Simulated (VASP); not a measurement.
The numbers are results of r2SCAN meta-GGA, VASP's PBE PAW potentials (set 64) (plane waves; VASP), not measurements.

VASP ran on this input.

File POSCAR:
```
GaN
1
    3.1892953863     0.0000000000     0.0000000000
   -1.5946476932     2.7620107867     0.0000000000
    0.0000000000     0.0000000000     5.1911628774
Ga N
2 2
Direct
  0.3333330000   0.6666670000   0.0000000000
  0.6666670000   0.3333330000   0.5000000000
  0.3333330000   0.6666670000   0.3770000000
  0.6666670000   0.3333330000   0.8770000000
```

### INCAR
```
ALGO  =  Normal
EDIFF  =  1E-5
EDIFFG  =  -0.03
ENCUT  =  450
IBRION  =  2
ISIF  =  2
ISMEAR  =  0
LASPH  =  .TRUE.
LCHARG  =  .FALSE.
LMAXMIX  =  4
LMIXTAU  =  .TRUE.
LREAL  =  .FALSE.
LWAVE  =  .FALSE.
METAGGA  =  R2SCAN
NELM  =  100
NELMIN  =  4
NSW  =  20
PREC  =  Normal
SIGMA  =  0.05
SYSTEM  =  GaN
```

**KPOINTS**
```
Automatic
0
Gamma
11 11 6
```

POTCAR, in this order: Ga_d N (PBE.64 set). Program: vasp_std.

The resulting files:

OSZICAR:
```
       N       E                     dE             d eps       ncg     rms          rms(c)
DAV:   1     0.237607893422E+03    0.23761E+03   -0.17558E+04  2996   0.288E+03
DAV:   2    -0.212662854679E+02   -0.25887E+03   -0.25062E+03  3166   0.502E+02
DAV:   3    -0.523514866510E+02   -0.31085E+02   -0.30864E+02  3212   0.148E+02
DAV:   4    -0.536089784132E+02   -0.12575E+01   -0.12548E+01  3990   0.312E+01
DAV:   5    -0.536260701849E+02   -0.17092E-01   -0.17088E-01  3182   0.334E+00    0.101E+01
DAV:   6    -0.449691960543E+02    0.86569E+01   -0.12256E+01  5114   0.580E+01    0.345E+00
DAV:   7    -0.431992165522E+02    0.17700E+01   -0.15903E+00  3086   0.108E+01    0.231E+00
DAV:   8    -0.459632472153E+02   -0.27640E+01   -0.20237E+00  4076   0.162E+01    0.214E+00
DAV:   9    -0.449559997772E+02    0.10072E+01   -0.55628E-01  3306   0.756E+00    0.770E-01
DAV:  10    -0.438005050336E+02    0.11555E+01   -0.38139E-01  3704   0.647E+00    0.125E-01
DAV:  11    -0.438125340916E+02   -0.12029E-01   -0.34192E-02  3228   0.183E+00    0.260E-01
DAV:  12    -0.438061521124E+02    0.63820E-02   -0.24358E-03  4588   0.702E-01    0.205E-01
DAV:  13    -0.438115398344E+02   -0.53877E-02   -0.55105E-03  4612   0.108E+00    0.182E-01
DAV:  14    -0.438116681051E+02   -0.12827E-03   -0.41337E-03  3352   0.687E-01    0.347E-01
DAV:  15    -0.438127172474E+02   -0.10491E-02   -0.93874E-04  3868   0.621E-01    0.222E-01
DAV:  16    -0.438136571893E+02   -0.93994E-03   -0.11560E-03  4130   0.381E-01    0.926E-02
DAV:  17    -0.438135899632E+02    0.67226E-04   -0.19905E-04  4286   0.126E-01    0.245E-02
DAV:  18    -0.438135879936E+02    0.19697E-05   -0.12607E-05  2120   0.805E-02
   1 F= -.43813588E+02 E0= -.43813588E+02  d E =-.438136E+02
```

OUTCAR:
```
------------------------ aborting loop because EDIFF is reached ----------------------------------------
  FORCE on cell =-STRESS in cart. coord.  units (eV):
  Direction    XX          YY          ZZ          XY          YZ          ZX
  --------------------------------------------------------------------------------------
  Total       -0.2342471     -0.2342471     -0.2677012      0.0000000     -0.0000000      0.0000000
  in kB       -8.2072937     -8.2072935     -9.3794218      0.0000000     -0.0000000      0.0000000
  external PRESSURE =      -8.5980030 kB  Pullay stress =       0.0000000 kB
  volume of cell :       45.73
      direct lattice vectors                 reciprocal lattice vectors
     3.189295386  0.000000000  0.000000000     0.313548881  0.181027533  0.000000000
    -1.594647693  2.762010787  0.000000000     0.000000000  0.362055067  0.000000000
     0.000000000  0.000000000  5.191162877     0.000000000  0.000000000  0.192635065
  FREE ENERGIE OF THE ION-ELECTRON SYSTEM (eV)
  ---------------------------------------------------
  free  energy   TOTEN  =       -43.8135879936 eV

  energy  without entropy=      -43.8135879936  energy(sigma->0) =      -43.81358799

 reached required accuracy - stopping structural energy minimisation
```
(Selected blocks of OUTCAR.)

At this cut-off the stress carries a Pulay error, which pulls relaxed volumes low.

The compound is GaN in the wurtzite structure. It was relaxed first.
